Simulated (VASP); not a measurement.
All values below come from PBE GGA, VASP's PBE PAW potentials (set 64) (plane waves; VASP).

Input for VASP

KPOINTS:
```
Automatic mesh
0
Gamma
1 1 1
0 0 0
```

### POSCAR
```
Mg32O31S
1
    8.4869590160     0.0000000000     0.0000000000
    0.0000000000     8.4869590160    -0.0000000000
   -0.0000000000    -0.0000000000     8.4869590160
Mg O S
32 31 1
Direct
  0.5000000000   0.0000000000   0.0000000000
  0.7500000000   0.2500000000   0.0000000000
  0.7500000000   0.0000000000   0.2500000000
  0.0000000000   0.0000000000   0.0000000000
  0.2500000000   0.2500000000   0.0000000000
  0.4988390000   0.4982770000   0.0037310000
  0.7500000000   0.7500000000   0.0000000000
  0.2500000000   0.0000000000   0.2500000000
  0.4941620000   0.2546850000   0.2482680000
  0.7493760000   0.5048510000   0.2516900000
  0.5000000000   0.0000000000   0.5000000000
  0.7500000000   0.2500000000   0.5000000000
  0.7500000000   0.0000000000   0.7500000000
  0.0000000000   0.5000000000   0.0000000000
  0.2500000000   0.7500000000   0.0000000000
  0.0000000000   0.2500000000   0.2500000000
  0.2443820000   0.5055230000   0.2553200000
  0.5036170000   0.7486570000   0.2525100000
  0.0000000000   0.0000000000   0.5000000000
  0.2500000000   0.2500000000   0.5000000000
  0.4950730000   0.5010400000   0.5026960000
  0.7500000000   0.7500000000   0.5000000000
  0.2500000000   0.0000000000   0.7500000000
  0.5000000000   0.2500000000   0.7500000000
  0.7500000000   0.5000000000   0.7500000000
  0.0000000000   0.7500000000   0.2500000000
  0.0000000000   0.5000000000   0.5000000000
  0.2500000000   0.7500000000   0.5000000000
  0.0000000000   0.2500000000   0.7500000000
  0.2500000000   0.5000000000   0.7500000000
  0.5000000000   0.7500000000   0.7500000000
  0.0000000000   0.7500000000   0.7500000000
  0.7480000000   0.2447740000   0.2486490000
  0.0000000000   0.5000000000   0.2500000000
  0.0000000000   0.2500000000   0.5000000000
  0.2554040000   0.2487850000   0.2503520000
  0.7475970000   0.7505300000   0.2555000000
  0.0000000000   0.0000000000   0.2500000000
  0.4976840000   0.2457110000   0.5056430000
  0.7550720000   0.4988180000   0.4996250000
  0.0000000000   0.7500000000   0.5000000000
  0.7500000000   0.2500000000   0.7500000000
  0.0000000000   0.5000000000   0.7500000000
  0.0000000000   0.2500000000   0.0000000000
  0.2535760000   0.7534970000   0.2458100000
  0.5000000000   0.0000000000   0.2500000000
  0.2468240000   0.5034900000   0.4979880000
  0.5044750000   0.7523940000   0.4961360000
  0.7500000000   0.0000000000   0.5000000000
  0.2500000000   0.2500000000   0.7500000000
  0.5000000000   0.5000000000   0.7500000000
  0.7500000000   0.7500000000   0.7500000000
  0.0000000000   0.0000000000   0.7500000000
  0.5043980000   0.2474750000   0.9972650000
  0.7449030000   0.5031700000   0.9992340000
  0.0000000000   0.7500000000   0.0000000000
  0.2500000000   0.0000000000   0.5000000000
  0.2500000000   0.7500000000   0.7500000000
  0.5000000000   0.0000000000   0.7500000000
  0.2519200000   0.5025390000   0.9989070000
  0.5001940000   0.7514200000   0.9966850000
  0.7500000000   0.0000000000   0.0000000000
  0.2500000000   0.0000000000   0.0000000000
  0.5024760000   0.5053850000   0.2512110000
```

INCAR:
```
ALGO = Fast
EDIFF = 1E-5
EDIFFG = -0.03
ENCUT = 400
GGA = PE
IBRION = 2
ISIF = 2
ISMEAR = 0
ISYM = 0
LASPH = .True.
LCHARG = .False.
LREAL = Auto
LWAVE = .False.
NELECT = 254.0
NELM = 100
NELMIN = 4
NSW = 60
PREC = Normal
SIGMA = 0.05
SYSTEM = Mg32O31S
```

POTCAR, in this order: Mg O S (PBE.64 set). Program: vasp_gam.

Output of the run:

### OSZICAR
```
...
RMM:  10    -0.379352380961E+03    0.31235E-03   -0.19838E-01   320   0.869E-01    0.625E-01
RMM:  11    -0.379340560692E+03    0.11820E-01   -0.22927E-02   320   0.350E-01    0.181E-01
RMM:  12    -0.379340417019E+03    0.14367E-03   -0.63790E-03   320   0.179E-01    0.846E-02
RMM:  13    -0.379340545213E+03   -0.12819E-03   -0.64341E-04   320   0.627E-02    0.368E-02
RMM:  14    -0.379340552845E+03   -0.76324E-05   -0.61947E-05   270   0.183E-02
   1 F= -.37934055E+03 E0= -.37930201E+03  d E =-.379341E+03
       N       E                     dE             d eps       ncg     rms          rms(c)
DAV:   1    -0.381625451311E+03   -0.22849E+01   -0.79870E+01   320   0.248E+01    0.431E+00
RMM:   2    -0.381716188258E+03   -0.90737E-01   -0.34018E+00   320   0.453E+00    0.307E+00
RMM:   3    -0.381623570569E+03    0.92618E-01   -0.31665E-01   320   0.141E+00    0.256E+00
RMM:   4    -0.381616223174E+03    0.73474E-02   -0.43853E-02   320   0.493E-01    0.246E+00
RMM:   5    -0.381612565433E+03    0.36577E-02   -0.10924E-02   320   0.233E-01    0.218E+00
RMM:   6    -0.381606497955E+03    0.60675E-02   -0.34903E-02   326   0.380E-01    0.660E-01
RMM:   7    -0.381604035534E+03    0.24624E-02   -0.12826E-02   320   0.240E-01    0.444E-01
RMM:   8    -0.381603174704E+03    0.86083E-03   -0.33722E-03   320   0.124E-01    0.311E-01
RMM:   9    -0.381602560214E+03    0.61449E-03   -0.14684E-03   320   0.751E-02    0.123E-01
RMM:  10    -0.381602442721E+03    0.11749E-03   -0.62562E-04   315   0.469E-02    0.779E-02
RMM:  11    -0.381602400272E+03    0.42449E-04   -0.18611E-04   311   0.298E-02    0.307E-02
RMM:  12    -0.381602403688E+03   -0.34162E-05   -0.23215E-05   211   0.104E-02
   2 F= -.38160240E+03 E0= -.38156388E+03  d E =-.226185E+01
       N       E                     dE             d eps       ncg     rms          rms(c)
DAV:   1    -0.381664280846E+03   -0.61881E-01   -0.18318E+00   336   0.361E+00    0.742E-01
RMM:   2    -0.381664775359E+03   -0.49451E-03   -0.77153E-02   320   0.685E-01    0.467E-01
RMM:   3    -0.381661691147E+03    0.30842E-02   -0.73555E-03   320   0.212E-01    0.276E-01
RMM:   4    -0.381661355745E+03    0.33540E-03   -0.17902E-03   320   0.101E-01    0.204E-01
RMM:   5    -0.381661172789E+03    0.18296E-03   -0.85824E-04   320   0.645E-02    0.117E-01
RMM:   6    -0.381661100154E+03    0.72635E-04   -0.14596E-04   309   0.265E-02    0.550E-02
RMM:   7    -0.381661102840E+03   -0.26859E-05   -0.85269E-05   291   0.178E-02
   3 F= -.38166110E+03 E0= -.38162260E+03  d E =-.232055E+01
       N       E                     dE             d eps       ncg     rms          rms(c)
DAV:   1    -0.381790187231E+03   -0.12909E+00   -0.24378E+01   344   0.140E+01    0.111E+00
RMM:   2    -0.381844044942E+03   -0.53858E-01   -0.67566E-01   320   0.217E+00    0.471E-01
RMM:   3    -0.381842073467E+03    0.19715E-02   -0.43629E-02   320   0.590E-01    0.446E-01
RMM:   4    -0.381840482318E+03    0.15911E-02   -0.69716E-03   320   0.203E-01    0.383E-01
RMM:   5    -0.381838908394E+03    0.15739E-02   -0.35045E-03   320   0.133E-01    0.228E-01
RMM:   6    -0.381838413105E+03    0.49529E-03   -0.17056E-03   320   0.868E-02    0.673E-02
RMM:   7    -0.381838403162E+03    0.99431E-05   -0.26622E-04   313   0.351E-02    0.454E-02
RMM:   8    -0.381838390247E+03    0.12915E-04   -0.66428E-05   284   0.166E-02    0.265E-02
RMM:   9    -0.381838388400E+03    0.18471E-05   -0.20709E-05   202   0.888E-03
   4 F= -.38183839E+03 E0= -.38179984E+03  d E =-.177286E+00
       N       E                     dE             d eps       ncg     rms          rms(c)
DAV:   1    -0.381838517326E+03   -0.12708E-03   -0.26433E-02   392   0.462E-01    0.366E-02
RMM:   2    -0.381838577133E+03   -0.59807E-04   -0.74044E-04   320   0.719E-02    0.156E-02
RMM:   3    -0.381838575537E+03    0.15956E-05   -0.48179E-05   248   0.194E-02    0.125E-02
RMM:   4    -0.381838573871E+03    0.16664E-05   -0.87659E-06   194   0.704E-03
   5 F= -.38183857E+03 E0= -.38180003E+03  d E =-.177471E+00
       N       E                     dE             d eps       ncg     rms          rms(c)
DAV:   1    -0.381855213247E+03   -0.16638E-01   -0.10803E+01   352   0.942E+00    0.554E-01
RMM:   2    -0.381877559981E+03   -0.22347E-01   -0.26164E-01   320   0.135E+00    0.256E-01
RMM:   3    -0.381876781190E+03    0.77879E-03   -0.14065E-02   320   0.344E-01    0.188E-01
RMM:   4    -0.381876054952E+03    0.72624E-03   -0.27849E-03   320   0.127E-01    0.145E-01
RMM:   5    -0.381875672251E+03    0.38270E-03   -0.11449E-03   320   0.790E-02    0.704E-02
RMM:   6    -0.381875624755E+03    0.47496E-04   -0.17951E-04   316   0.325E-02    0.262E-02
RMM:   7    -0.381875624071E+03    0.68456E-06   -0.43503E-05   250   0.141E-02
   6 F= -.38187562E+03 E0= -.38183707E+03  d E =-.370502E-01
       N       E                     dE             d eps       ncg     rms          rms(c)
DAV:   1    -0.381875660498E+03   -0.35743E-04   -0.37468E-02   392   0.556E-01    0.348E-02
RMM:   2    -0.381875743184E+03   -0.82686E-04   -0.93078E-04   320   0.806E-02    0.167E-02
RMM:   3    -0.381875741827E+03    0.13573E-05   -0.52557E-05   261   0.209E-02    0.128E-02
RMM:   4    -0.381875740157E+03    0.16693E-05   -0.90345E-06   191   0.737E-03
   7 F= -.38187574E+03 E0= -.38183719E+03  d E =-.371663E-01
       N       E                     dE             d eps       ncg     rms          rms(c)
DAV:   1    -0.381879702197E+03   -0.39604E-02   -0.28593E+00   344   0.488E+00    0.238E-01
RMM:   2    -0.381884482771E+03   -0.47806E-02   -0.56659E-02   320   0.652E-01    0.109E-01
RMM:   3    -0.381884233593E+03    0.24918E-03   -0.29984E-03   320   0.164E-01    0.820E-02
RMM:   4    -0.381884055875E+03    0.17772E-03   -0.66567E-04   320   0.606E-02    0.672E-02
RMM:   5    -0.381883963739E+03    0.92136E-04   -0.29292E-04   319   0.375E-02    0.283E-02
RMM:   6    -0.381883959491E+03    0.42475E-05   -0.41067E-05   254   0.148E-02
   8 F= -.38188396E+03 E0= -.38184540E+03  d E =-.821933E-02
       N       E                     dE             d eps       ncg     rms          rms(c)
DAV:   1    -0.381883307766E+03    0.65597E-03   -0.10458E+00   360   0.295E+00    0.144E-01
RMM:   2    -0.381885071994E+03   -0.17642E-02   -0.20820E-02   320   0.395E-01    0.657E-02
RMM:   3    -0.381884983862E+03    0.88132E-04   -0.10983E-03   320   0.990E-02    0.493E-02
RMM:   4    -0.381884916536E+03    0.67326E-04   -0.24462E-04   319   0.368E-02    0.381E-02
RMM:   5    -0.381884885641E+03    0.30895E-04   -0.10368E-04   305   0.223E-02    0.156E-02
RMM:   6    -0.381884884748E+03    0.89295E-06   -0.14537E-05   194   0.872E-03
   9 F= -.38188488E+03 E0= -.38184632E+03  d E =-.914459E-02
       N       E                     dE             d eps       ncg     rms          rms(c)
DAV:   1    -0.381884897895E+03   -0.12253E-04   -0.29398E-02   392   0.495E-01    0.246E-02
RMM:   2    -0.381884946116E+03   -0.48221E-04   -0.58021E-04   320   0.660E-02    0.111E-02
RMM:   3    -0.381884943216E+03    0.28999E-05   -0.30820E-05   215   0.165E-02    0.838E-03
RMM:   4    -0.381884941391E+03    0.18246E-05   -0.59960E-06   188   0.589E-03
  10 F= -.38188494E+03 E0= -.38184638E+03  d E =-.920123E-02
       N       E                     dE             d eps       ncg     rms          rms(c)
DAV:   1    -0.381885708951E+03   -0.76574E-03   -0.22720E-01   344   0.138E+00    0.813E-02
RMM:   2    -0.381886141176E+03   -0.43222E-03   -0.49246E-03   320   0.192E-01    0.486E-02
RMM:   3    -0.381886125549E+03    0.15627E-04   -0.29031E-04   320   0.491E-02    0.326E-02
RMM:   4    -0.381886109637E+03    0.15912E-04   -0.44564E-05   240   0.160E-02    0.201E-02
RMM:   5    -0.381886100532E+03    0.91052E-05   -0.26216E-05   199   0.117E-02
  11 F= -.38188610E+03 E0= -.38184754E+03  d E =-.115914E-02
```

### OUTCAR
```
------------------------ aborting loop because EDIFF is reached ----------------------------------------
  FORCE on cell =-STRESS in cart. coord.  units (eV):
  Direction    XX          YY          ZZ          XY          YZ          ZX
  --------------------------------------------------------------------------------------
  Total      -16.2862611    -16.3468949    -16.3649936      0.0325227      0.0155090     -0.0340307
  in kB      -42.6850369    -42.8439534    -42.8913886      0.0852395      0.0406478     -0.0891919
  external PRESSURE =     -42.8067930 kB  Pullay stress =       0.0000000 kB
  volume of cell :      611.30
      direct lattice vectors                 reciprocal lattice vectors
     8.486959016  0.000000000  0.000000000     0.117827834  0.000000000  0.000000000
     0.000000000  8.486959016  0.000000000     0.000000000  0.117827834  0.000000000
     0.000000000  0.000000000  8.486959016     0.000000000  0.000000000  0.117827834
  FREE ENERGIE OF THE ION-ELECTRON SYSTEM (eV)
  ---------------------------------------------------
  free  energy   TOTEN  =      -381.8861005322 eV

  energy  without entropy=     -381.8089717412  energy(sigma->0) =     -381.84753614

 reached required accuracy - stopping structural energy minimisation
```
(Selected blocks of OUTCAR.)

CONTCAR:
```
Mg32O31S
   1.00000000000000
     8.4869590160000001    0.0000000000000000    0.0000000000000000
     0.0000000000000000    8.4869590160000001    0.0000000000000000
     0.0000000000000000    0.0000000000000000    8.4869590160000001
  Mg              O               S
    32    31     1
Direct
     0.5001709752534503    0.0003300182627765    0.9959658059935754
     0.7503280580714448    0.2499019134469581    0.9998440548555834
     0.7538955555191931    0.0005414595318397    0.2500769983347685
     0.0000290418594941    0.0001828432060689    0.9986669048866039
     0.2494506909310915    0.2500786920521437    0.9997020107187390
     0.4998720079923190    0.5001904011301336    0.9786654675272479
     0.7504185996240152    0.7505471427023351    0.9996280324490605
     0.2462721891115507    0.0004638755353963    0.2498597015154764
     0.4996946535531026    0.2287900275953663    0.2499211106704575
     0.7715680314276846    0.5004118722848284    0.2502823419705282
     0.5000709425487861    0.0003896841801786    0.5040705070910759
     0.7501444558534377    0.2499095393525936    0.5003979600743890
     0.7514489633719400    0.0001698119183859    0.7500743293297676
     0.9998032680148108    0.5003453502971723    0.9963416706209524
     0.2498710866692695    0.7508065613446953    0.9995979361846800
     0.0000524680618817    0.2466182461230324    0.2500101097237713
     0.2281404811232385    0.5009192444382224    0.2501729413604331
     0.5004693221802922    0.7722416636816678    0.2500862644804382
     0.0000125043481763    0.0002642017234187    0.5012971067981193
     0.2494198697300702    0.2499116005553547    0.5004395859357288
     0.4994684204238936    0.5001678396086409    0.5219786828274273
     0.7504717426612258    0.7505498104773813    0.5006105555750415
     0.2487115464126105    0.0002752375845742    0.7500582895422682
     0.4998963450944269    0.2462776682214872    0.7502111659993309
     0.7536656563853547    0.5000044218275045    0.7502527287155012
     0.9999599042101379    0.7544277698840057    0.2499701128301162
     0.9999044719629921    0.5002160003537089    0.5041510070536643
     0.2497424959648303    0.7509609096177919    0.5004292733216201
     0.9998774867853462    0.2488378056125389    0.7501161131709361
     0.2459481835074360    0.5003052854441157    0.7502502133337238
     0.5001339475016259    0.7539699335833976    0.7500613104586961
     0.0001207151353610    0.7513908293746959    0.7500911110837865
     0.7522689653605116    0.2480694463364680    0.2501224124952842
     0.9999415635560380    0.5005220867745327    0.2500988559526065
     0.9999471746828557    0.2503255546121910    0.4998291756816305
     0.2474683713408802    0.2481010672669251    0.2500371867366230
     0.7525618922962442    0.7529851300671796    0.2501619129889224
     0.0000476688725561    0.0005098983649558    0.2499391474311587
     0.4996957627869206    0.2479064537937232    0.5027227812720069
     0.7522140640757795    0.5000904932529009    0.5027622854284927
     0.0000205511466726    0.7501539270498329    0.4998720936933803
     0.7498722175854897    0.2502342974895149    0.7501713087044679
     0.9998230380321851    0.5001503165821050    0.7502613225558993
     0.9998497843488393    0.2503937752578794    0.0002969963120530
     0.2476251772253831    0.7530062832117311    0.2500195194763440
     0.5000937051059640    0.0005930490221081    0.2500461256593369
     0.2473438478346168    0.5004890793409960    0.5027827900862870
     0.5000796046370627    0.7527791087276119    0.5027778683172492
     0.7498910686614579    0.0004246327597078    0.4999850461708079
     0.2499080982499043    0.2503764354441430    0.7501085157092675
     0.4998233109318859    0.5002417689972205    0.7503405976178051
     0.7500474918433798    0.7499372514147210    0.7500369438285363
     0.0000549629734212    0.0001211900989799    0.7500445733285548
     0.4998623129054328    0.2477542745771258    0.9975223644810957
     0.7523057294124592    0.5002238161331937    0.9977759781239707
     0.0001132666134842    0.7501095245198690    0.0001737093131863
     0.2501706588051633    0.0003488947395190    0.4998956264754172
     0.2501445388806346    0.7501814754745606    0.7501508712967403
     0.5001143116503501    0.0001592943133516    0.7500420061739027
     0.2475016885392016    0.5004219080073479    0.9977881053362739
     0.5001570400108510    0.7528051659894696    0.9976045841876608
     0.7499650713416028    0.0002083305428465    0.0001554374906306
     0.2501788157634902    0.0003834351384233    0.0000324691310027
     0.4998461632387814    0.5006159737464597    0.2503799841099011
```

At this cut-off the stress carries a Pulay error, which pulls relaxed volumes low. The cell is charged, with a uniform compensating background. The supercell is sampled at Γ alone, which is coarse: total energies, pressure and levels can be off, energies of defects by several tenths of an eV.

The cell is a supercell with a defect, built from MgO (rock salt): S_O, charge +2. The run is not spin-polarised, so no state with unpaired spins was tried.
